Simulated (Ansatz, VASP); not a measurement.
**Cross-check of LaYO2F2 between VASP and Ansatz**

One calculation is typed for both programs; each brings its own data sets. How far apart do they land? The cell is generated by rule, not measured, and may not be a known phase. The cell is taken from a series of runs on this material, whose earlier steps may have relaxed, scaled, displaced or heated it; both programs get it as it stands.

Program: Ansatz 0.2.0. Level of theory: plane waves, with VASP 6.6.1 beside it; zone-centre phonons at PBE with D3(BJ). Results are calculated unless marked as measured.

The structure was built from a prototype and need not be the compound's stable phase.

## Step 1: Starting point

The structure is tetragonal, space group P4mm (No. 99). Conventional cell: a = 3.949 Å, b = 3.949 Å, c = 5.669 Å, α = 90.00°, β = 90.00°, γ = 90.00°. Nearest to Y lie 4 O at 2.27 Å and 4 F at 2.53 Å. La has 4 O at 2.36 Å and 4 F at 2.59 Å nearest. Nearest to O lie 2 Y at 2.27 Å and 2 La at 2.36 Å. Nearest to F lie 2 Y at 2.53 Å and 2 La at 2.59 Å. Farther neighbours and most contacts between anions are not listed.

## Step 2: Ansatz: zone-centre phonons, PBE with D3(BJ)

Ansatz runs on its default PAW (the set named soft_2) files.

Second derivatives magnify differences that forces hide, and they need a tight electronic threshold.

input.yaml reads:

```yaml
crystal:
  lattice:
    - [3.9491705737, 0.0, 0.0]
    - [0.0, 3.9491705737, 0.0]
    - [0.0, 0.0, 5.6693653701]
  atoms:
    - { symbol: "Y", position: [0.0, 0.5, 0.7105914178] }
    - { symbol: La, position: [0.5, 0.0, 0.2849359094] }
    - { symbol: O, position: [0.0, 0.0, 0.5133053335] }
    - { symbol: O, position: [0.5, 0.5, 0.5133053335] }
    - { symbol: F, position: [0.0, 0.0, -0.0110689972] }
    - { symbol: F, position: [0.5, 0.5, -0.0110689972] }
kpoints:
  mp_grid: { grid: [6, 6, 4] }
hamiltonian:
  xc: pbe
  dispersion: d3bj
scf:
  occupations: { method: fixed }
output:
  eigenvalues: true
phonons:
  method: dfpt
  dielectric: true
  rigid_motions: translations
```

Started as:

```
> ansatz run input.yaml --threads 8 --pin off --max-ram 14336MiB --backend cpu --events-out ev --progress --plain --runs-dir out
```

Numbers of over 12 decimals in the logs are rounded to 6 here.

Output:

```text
Engine: ansatz 0.2.0, aarch64-unknown-linux-gnu
Pseudopotentials: kind: paw
Pseudopotential: Y, paw, valence charge 11, recommended cutoff 420 eV (normal), Y.paw.azcp
Pseudopotential: La, paw, valence charge 11, recommended cutoff 420 eV (normal), La.paw.azcp
Pseudopotential: O, paw, valence charge 6, recommended cutoff 420 eV (normal), O.paw.azcp
Pseudopotential: F, paw, valence charge 7, recommended cutoff 420 eV (normal), F.paw.azcp
Functional definition: PBE
  parameter kappa = 0.804
  parameter beta = 0.066725
  exchange = pbe_x(kappa = kappa, mu = beta*pi^2/3)
  correlation = pbe_c(beta = beta)
Crystal: 6 atoms, lattice volume = 88.419 Å³
Basis set: ecut = 420 eV, 1739 PW (Γ), exchange–correlation on 60×60×80 points (8 copies of the dense FFT grid, shifted against one another)
Bands: 30, of which v1, the nominal top of the filled ones, is band 24 counted from 1 (23 counted from 0)
Symmetry: 8 space group operations
k-points: 76 of 144 (irreducible under 1 space group operation, time reversal used)
Non-local potential: Y, projectors of the file, l = 0: 3, l = 1: 2, l = 2: 2, l = 3: 1
Non-local potential: La, projectors of the file, l = 0: 3, l = 1: 2, l = 2: 2, l = 3: 3
Non-local potential: O, projectors of the file, l = 0: 2, l = 1: 2, l = 2: 1
Non-local potential: F, projectors of the file, l = 0: 2, l = 1: 2, l = 2: 1
PAW form: soft (Blöchl's): semilocal exchange-correlation on the pseudo side does not see the compensation charge
PAW one-centre angular grid: Y, 590 points (default); XC on 64 Gauss nodes
PAW one-centre angular grid: La, 590 points (default); XC on 64 Gauss nodes
PAW one-centre angular grid: O, 110 points (default); XC on 64 Gauss nodes
PAW one-centre angular grid: F, 110 points (default); XC on 64 Gauss nodes
Initial density: superposition of atomic densities (neutral atoms: chi_scale 0, normalization atom), corrected by the library's trained network
Initial wavefunctions: pseudopotential atomic-orbital guess
Functional: x = pbe(κ = 0.804, μ = 0.219515), c = pbe(β = 0.066725)
SCF iter   1: F=—  HF=-12864.026597 eV  |F-HF|=—  |Δ(HF+E_count)|=         —  Δρ=1.62e-3  dr2=1.05e-3  ethr=1.77e-3  ⟨swp⟩=4.0  Hψ=7692  notcnv=0  defer=130
preconditioner: auto → Resta (q_TF=auto, 2.464 Å⁻¹)  ε∞=4.2  [insulator: Δε(μ)=4.448 eV  Ē_g=14.732 eV  n_scr=20 (ndim 8)  ℏωp=26.2 eV  f_vac=0.071  ε∞_Penn≈4.2]
SCF iter   2: F=—  HF=-12864.027820 eV  |F-HF|=—  |Δ(HF+E_count)|=   1.22e-3  Δρ=8.82e-4  dr2=3.02e-4  ethr=2.19e-6  ⟨swp⟩=3.1  Hψ=5576  notcnv=0  defer=304
SCF iter   3: F=—  HF=-12864.028345 eV  |F-HF|=—  |Δ(HF+E_count)|=   5.25e-4  Δρ=4.33e-4  dr2=1.29e-4  ethr=6.30e-7  ⟨swp⟩=2.0  Hψ=3849  notcnv=0  defer=304
SCF iter   4: F=—  HF=-12864.028347 eV  |F-HF|=—  |Δ(HF+E_count)|=   2.05e-6  Δρ=7.38e-5  dr2=4.81e-6  ethr=2.68e-7  ⟨swp⟩=2.0  Hψ=3533  notcnv=0  defer=156
SCF iter   5: F=—  HF=-12864.028352 eV  |F-HF|=—  |Δ(HF+E_count)|=   5.05e-6  Δρ=4.09e-5  dr2=1.08e-6  ethr=1.00e-8  ⟨swp⟩=2.0  Hψ=3846  notcnv=0  defer=103
SCF iter   6: F=—  HF=-12864.028349 eV  |F-HF|=—  |Δ(HF+E_count)|=   3.04e-6  Δρ=1.27e-5  dr2=1.42e-7  ethr=2.25e-9  ⟨swp⟩=2.0  Hψ=3825  notcnv=0  defer=103
SCF iter   7: F=—  HF=-12864.028349 eV  |F-HF|=—  |Δ(HF+E_count)|=   9.47e-8  Δρ=5.25e-6  dr2=2.80e-8  ethr=2.95e-10  ⟨swp⟩=2.0  Hψ=3825  notcnv=0  defer=103
SCF iter   8: F=—  HF=-12864.028349 eV  |F-HF|=—  |Δ(HF+E_count)|=   5.01e-8  Δρ=1.12e-6  dr2=1.80e-9  ethr=5.83e-11  ⟨swp⟩=2.3  Hψ=3576  notcnv=0  defer=103
SCF iter   9: F=-12864.028349 eV  HF=-12864.028349 eV  |F-HF|=2.18e-10  |Δ(HF+E_count)|=   6.18e-9  Δρ=2.51e-7  dr2=6.59e-11  ethr=1.00e-12  ⟨swp⟩=11.7  Hψ=16293  notcnv=0
SCF 1 converged in 9 iterations: F = -12864.028349 eV  dr2 = 6.59e-11
  greatest PAW one-centre occupation: 0.993 electrons in one spin orbital (limit 2), on the Y atom at site 0 (counted from 0), in its partial waves of l = 0
DFPT response loops at Γ: preconditioner auto → none (the input reference at scf.mixing.eps_inf says where Resta's filter doesn't serve); β = 0.50; Broyden in place of MSR1
SCF converged after 9 iterations
Free energy (F): -12864.028349 eV
Harris-Foulkes:  -12864.028349 eV  (|F-HF|=2.18e-10)
Internal energy: -12864.028349 eV  (E = F + TS)
E sigma→0 (E₀):  -12864.028349 eV
Fermi energy:    8.173161 eV
--- Per-component energies (eV) ---
  E_band       = -154.513228
  E_kinetic    = 1265.895227
  E_local      = -2652.376404  (includes V_loc(G=0)·N_el)
  E_nonlocal   = 388.489510
  E_hartree    = 955.056058
  E_xc         = -624.440513
  E_vxc        = -745.431682  (∫ρ·V_xc dr)
  E_paw        = -8959.648809  (= ΣΔE_a)
  E_vpaw       = -321.210777  (= ΣTr[D̂ρ^β])
  E_aug_tail   = 0.009005  (compensation charges beyond the density's cutoff)
  E_ewald      = -3235.836695
  E_disp       = -1.175727  (pairwise vdW)
  E_smearing   = -0.000000  (= −TS)
  E_closure    = -0.000000  (closes the sum)
  Σ components = -12864.028349   (vs F -12864.028349, Δ=0.00e0)
--- Band table (eV; the first three rows and the last of 76) ---
  k-point 0: bands = [... 20 lower, 6.7329, 7.0718, 7.8798, 7.8798, 12.7986, 13.5582, 13.7526, 13.7942, ... 2 higher]
  k-point 1: bands = [... 20 lower, 6.3544, 6.7037, 7.9427, 7.9427, 13.0442, 13.5090, 13.7883, 13.7883, ... 2 higher]
  k-point 2: bands = [... 20 lower, 6.3257, 6.3257, 8.0021, 8.0021, 13.2789, 13.4725, 13.7827, 13.7827, ... 2 higher]
  k-point 75: bands = [... 20 lower, 7.6476, 7.7187, 7.7187, 7.7897, 12.9802, 13.2482, 13.6733, 13.6733, ... 2 higher]
--- Phonons (Γ-DFPT): 10 representative perturbations + reference, on 76 of 144 k-points (Σ response iterations 35) ---
  k mesh reduced under 1 symmetry operation, with k and −k counted as one. Each operation leaves every solved perturbation unchanged. A smaller set is not considered because the run solves the response to a homogeneous field
  ASR residual: 1.100e-4 → 0.000e0 eV/Å²; symmetrization residual: 2.402e-5 eV/Å²
  pairwise dispersion correction: d3bj (s6 = 1.0, s8 = 0.7875, a1 = 0.4289, a2_bohr = 4.4407), with the weights of each atom's references fixed at the reference crystal's, and the forces and stress that the weights' published response gives there kept as a pressure on the atom's counted neighbours (hamiltonian.dispersion)
  ASR residual per site (eV/Å²): 5.08e-5 6.93e-5 1.10e-4 1.10e-4 9.48e-5 9.48e-5
  Γ frequencies (cm⁻¹): 0.00 0.00 0.00 111.57 111.57 143.37 143.37 152.68 234.29 252.80 281.73 281.73 308.91 308.91 381.49 473.17 473.17 510.21
  ε∞ (high-frequency dielectric tensor):
        3.660894     0.000000     0.000000
        0.000000     3.660894     0.000000
        0.000000    -0.000000     3.203697
  ε⁰ (static dielectric tensor: ions relaxed, cell fixed):
       19.248896     0.000000     0.000000
        0.000000    19.248896    -0.000000
        0.000000    -0.000000    11.077884
  ε⁰ − ε∞ (ionic part):
       15.588002     0.000000     0.000000
        0.000000    15.588002    -0.000000
        0.000000    -0.000000     7.874187
  softest optical mode at Γ: 111.57 cm⁻¹; the repairs (sum rule, projections) moved no ω² at Γ by more than (3.04 cm⁻¹)²
  Born effective charges Z* (e; rows j = field, columns β = displacement):
    site 0:
         3.97754    0.00000    0.00000
         0.00000    3.97754    0.00000
         0.00000    0.00000    3.34986
    site 1:
         4.08326   -0.00000    0.00000
        -0.00000    4.08326   -0.00000
         0.00000   -0.00000    3.56377
    site 2:
        -2.82789   -0.00000   -0.00000
         0.00000   -2.68627    0.00000
        -0.00000   -0.00000   -1.72372
    site 3:
        -2.68627    0.00000   -0.00000
        -0.00000   -2.82789   -0.00000
        -0.00000    0.00000   -1.72372
    site 4:
        -1.31249    0.00000   -0.00000
         0.00000   -1.23415    0.00000
        -0.00000    0.00000   -1.73309
    site 5:
[...]
Z* charge neutrality: 9.545e-5 e pre-enforcement
  k-mesh period / interband length: 22.7 Å / 1.07 Å = 21.25 at k = (0.0000, 0.0000, 0.0000), direct gap 4.919 eV — 14 or more, which is no proof of convergence
  optical modes at Γ without the LO–TO term, one row a degenerate level:
      ω (cm⁻¹)  modes    IR ((D/Å)²/amu)
[...]
optical modes at Γ + LO–TO along q̂ = [1.0000, 0.0000, 0.0000]:
      ω (cm⁻¹)  modes    IR ((D/Å)²/amu)
[...]
optical modes at Γ + LO–TO along q̂ = [0.0000, 1.0000, 0.0000]:
      ω (cm⁻¹)  modes    IR ((D/Å)²/amu)
[...]
optical modes at Γ + LO–TO along q̂ = [0.0000, 0.0000, 1.0000]:
      ω (cm⁻¹)  modes    IR ((D/Å)²/amu)
[...]
152.68      1             0.0000
        252.35      1             0.0022
        281.73      2             0.0086
        308.91      2            55.2501
        381.49      1             0.0000
        396.41      1             8.8237
        473.17      2             0.4070
        561.73      1            12.0594
```

(Continued in part 2 of 2.)

[Lines on the potential files, build, host, timing and source positions are cut from VASP's logs without a mark.]

[Logs are printed without paths, hosts, clocks, repeated set-up lines and the standing remarks that a program may print on its own settings, such as how far it seeks lower states.]

[Hosts, paths, dates, database ids (printed as entryN), source tags and the programs' standing remarks are cut or masked in the printed files.]
